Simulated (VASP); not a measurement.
Level of theory: PBE GGA + U (Dudarev), VASP's PBE PAW potentials (set 64) (plane waves; VASP).

A VASP calculation is set up with these files.

### INCAR
```
# general
SYSTEM    = TiCo
PREC      = Accurate
ENCUT     = 400   # plane-wave cut-off (eV)
LREAL     = .False.   # projection in real space or not
LASPH     = .True.

# electronic loop
EDIFF     = 1E-6   # SCF stop (eV)
NELM      = 100
ALGO      = Normal   # blocked Davidson
LMAXMIX   = 2

# smearing
ISMEAR    = 1
SIGMA     = 0.1   # width (eV)

# functional
GGA       = PE   # PBE

# DFT+U
LDAU      = .True.
LDAUTYPE  = 2   # Dudarev
LDAUL     = 2 2
LDAUU     = 5.0 5.0
LDAUJ     = 0 0
LDAUPRINT = 1

# ions
ISIF      = 2   # forces and stress, cell fixed

# output
LWAVE     = .False.
LCHARG    = .False.
LORBIT    = 10
```

**POSCAR**
```
TiCo
6.09960
  0.5000000000   0.0000000000   0.0000000000
  0.0000000000   0.5000000000   0.0000000000
  0.0000000000   0.0000000000   0.5000000000
Ti Co
1 1
Cart
  0.0000000000   0.0000000000   0.0000000000
  0.2500000000   0.2500000000   0.2500000000
```

### KPOINTS
```
K-points
0
G
 11 11 11
0 0 0
```

POTCAR, in this order: Ti_sv Co (PBE.64 set). Program: vasp_std.

The run wrote:

File OSZICAR:
```
       N       E                     dE             d eps       ncg     rms          rms(c)
DAV:   1     0.142022254969E+03    0.14202E+03   -0.90879E+03  1568   0.155E+03
DAV:   2    -0.329243417305E+01   -0.14531E+03   -0.14266E+03  1604   0.376E+02
DAV:   3    -0.109033713252E+02   -0.76109E+01   -0.75787E+01  2404   0.104E+02
DAV:   4    -0.110978398847E+02   -0.19447E+00   -0.19433E+00  1930   0.133E+01
DAV:   5    -0.111047969003E+02   -0.69570E-02   -0.69569E-02  2302   0.219E+00    0.114E+01
DAV:   6    -0.134275133422E+02   -0.23227E+01   -0.56795E+01  2600   0.740E+01    0.318E+01
DAV:   7    -0.846567183396E+01    0.49618E+01   -0.81981E+01  2326   0.930E+01    0.920E+00
DAV:   8    -0.755403505415E+01    0.91164E+00   -0.46212E+00  2312   0.261E+01    0.321E+00
DAV:   9    -0.747567993730E+01    0.78355E-01   -0.28783E+00  2292   0.135E+01    0.356E+00
DAV:  10    -0.744481980182E+01    0.30860E-01   -0.14947E+00  2328   0.134E+01    0.194E+00
DAV:  11    -0.741134259603E+01    0.33477E-01   -0.36698E-01  2380   0.624E+00    0.664E-01
DAV:  12    -0.740960610058E+01    0.17365E-02   -0.16087E-02  2304   0.132E+00    0.430E-01
DAV:  13    -0.740994521373E+01   -0.33911E-03   -0.11088E-03  2368   0.252E-01    0.488E-01
DAV:  14    -0.740845422681E+01    0.14910E-02   -0.33904E-03  2356   0.551E-01    0.244E-01
DAV:  15    -0.740849060173E+01   -0.36375E-04   -0.63436E-05  1798   0.925E-02    0.229E-01
DAV:  16    -0.740842812409E+01    0.62478E-04   -0.50239E-05  2528   0.612E-02    0.198E-01
DAV:  17    -0.740839460227E+01    0.33522E-04   -0.33655E-05  2378   0.462E-02    0.170E-01
DAV:  18    -0.740838752544E+01    0.70768E-05   -0.17661E-05  1912   0.345E-02    0.150E-01
DAV:  19    -0.740836215394E+01    0.25371E-04   -0.63610E-05  2316   0.770E-02    0.106E-01
DAV:  20    -0.740835209402E+01    0.10060E-04   -0.47382E-05  2414   0.617E-02    0.704E-02
DAV:  21    -0.740835105599E+01    0.10380E-05   -0.31312E-05  2290   0.500E-02    0.416E-02
DAV:  22    -0.740835238839E+01   -0.13324E-05   -0.26666E-05  2202   0.474E-02    0.151E-02
DAV:  23    -0.740835529614E+01   -0.29077E-05   -0.98514E-06  1088   0.264E-02    0.134E-03
DAV:  24    -0.740835681377E+01   -0.15176E-05   -0.32435E-06  1250   0.131E-02    0.406E-03
DAV:  25    -0.740835724789E+01   -0.43412E-06   -0.11425E-06   910   0.804E-03
   1 F= -.74083572E+01 E0= -.74083727E+01  d E =0.464261E-04
```

File OUTCAR:
```
------------------------ aborting loop because EDIFF is reached ----------------------------------------
  FORCE on cell =-STRESS in cart. coord.  units (eV):
  Direction    XX          YY          ZZ          XY          YZ          ZX
  --------------------------------------------------------------------------------------
  Total       -1.6805031     -1.6805031     -1.6805031     -0.0000000      0.0000000     -0.0000000
  in kB      -94.9152098    -94.9152098    -94.9152098     -0.0000000      0.0000000     -0.0000000
  external PRESSURE =     -94.9152098 kB  Pullay stress =       0.0000000 kB
  volume of cell :       28.37
      direct lattice vectors                 reciprocal lattice vectors
     3.049800000  0.000000000  0.000000000     0.327890353  0.000000000  0.000000000
     0.000000000  3.049800000  0.000000000     0.000000000  0.327890353  0.000000000
     0.000000000  0.000000000  3.049800000     0.000000000  0.000000000  0.327890353
 POSITION                                       TOTAL-FORCE (eV/Angst)
 -----------------------------------------------------------------------------------
      0.00000      0.00000      0.00000         0.000000      0.000000      0.000000
      1.52490      1.52490      1.52490         0.000000      0.000000      0.000000
 -----------------------------------------------------------------------------------
    total drift:                               -0.000000      0.000000      0.000000
  FREE ENERGIE OF THE ION-ELECTRON SYSTEM (eV)
  ---------------------------------------------------
  free  energy   TOTEN  =        -7.4083572479 eV

  energy  without entropy=       -7.4084036740  energy(sigma->0) =       -7.40837272

 total charge

# of ion       s       p       d       tot
------------------------------------------
    1        2.252   6.186   1.559   9.997
    2        0.479   0.418   7.520   8.417
--------------------------------------------------
tot          2.731   6.604   9.080  18.414
```
(Selected blocks of OUTCAR.)

File OUTCAR:
```
 val. band max:        9.4806667147   @ k =   0.3636   0.3636   0.3636

 cond. band min:       9.5253797300   @ k =   0.4545   0.0909   0.0909


 Fermi energy:         9.4809494327

 k-point     1 :       0.0000    0.0000    0.0000
  band No.  band energies     occupation
      1     -49.6640      2.00000
      2     -25.7138      2.00000
      3     -25.7138      2.00000
      4     -25.7138      2.00000
      5       1.7743      2.00000
      6       6.0835      2.00000
      7       6.0835      2.00000
      8       7.4057      2.00000
      9       7.4057      2.00000
     10       7.4057      2.00000
     11      10.3575     -0.00000
     12      10.3575     -0.00000
     13      11.8094      0.00000
     14      11.8094      0.00000

 k-point     2 :       0.0909    0.0000    0.0000
  band No.  band energies     occupation
      1     -49.6624      2.00000
      2     -25.7312      2.00000
      3     -25.7126      2.00000
      4     -25.7126      2.00000
      5       1.9277      2.00000
      6       6.1413      2.00000
      7       6.1516      2.00000
      8       7.3904      2.00000
      9       7.3904      2.00000
     10       7.4282      2.00000
     11      10.2810     -0.00000
     12      10.3816     -0.00000
     13      11.6195      0.00000
     14      11.6195      0.00000

 k-point     3 :       0.1818    0.0000    0.0000
  band No.  band energies     occupation
      1     -49.6579      2.00000
      2     -25.7777      2.00000
      3     -25.7093      2.00000
      4     -25.7093      2.00000
      5       2.3773      2.00000
      6       6.2827      2.00000
      7       6.3502      2.00000
      8       7.3506      2.00000
      9       7.3506      2.00000
     10       7.4901      2.00000
     11      10.0593     -0.00000
     12      10.4169     -0.00000
     13      11.1758     -0.00000
     14      11.1758     -0.00000

 k-point     4 :       0.2727    0.0000    0.0000
  band No.  band energies     occupation
...
```

The compound is TiCo in the CsCl type structure. The cell was not relaxed at this level. The run is one of a series of settings (LDAU = .TRUE., LDAUJ = 0 0, LDAUL = 2 2, LDAUTYPE = 2, LDAUU = 5.0 5.0, LMAXMIX = 2 against the base run), some of them coarse on purpose. The run is not spin-polarised, so no magnetic state was tried. The electron count is odd and the run is not spin-polarised, which forces a metal.
